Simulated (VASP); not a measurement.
Runs of VASP 6.6.1 on MoS2. The structure is hexagonal, space group P6_3/mmc (No. 194). Conventional cell: a = 3.161 Å, b = 3.161 Å, c = 11.680 Å, α = 90.00°, β = 90.00°, γ = 120.00°. Mo (site symmetry -6m2) is surrounded by 6 S at 2.40 Å. Around S (site symmetry 3m) lie 3 Mo at 2.40 Å. The cell was built by a generator and needn't be a form met in nature.

```csv
level,gap on the mesh (eV),pressure (GPa),largest force (eV/Å)
vdW-DF,0.73,10.2,0.16
PBE+D3(BJ),0.69,(b),0.21
PBE+TS,0.69,-0.1,0.19
rev-vdW-DF2,0.66,2.2,0.09
SCAN+rVV10,0.78,1.1,(a)
PBE,0.69,3.9,0.22
optB88-vdW,0.68,5.0,0.02
```

Alike in all rows: task single point; potentials or basis VASP PAW PBE potentials, release 64 (Mo_sv, S); no spin polarisation; cell as given; k mesh 8 × 8 × 2; cutoff (eV) 520; smearing fermi-dirac 0.05 eV.

**Question.** Estimate the missing entries.

**Answer.** (a) 0.44; (b) -0.6.

Caveats: the PAW data sets were made with another functional, which shifts forces and pressure a little (some runs).

A k mesh can miss the band edges, and the runs leave out spin-orbit coupling on Mo.

Not every run made on this cell is shown here.
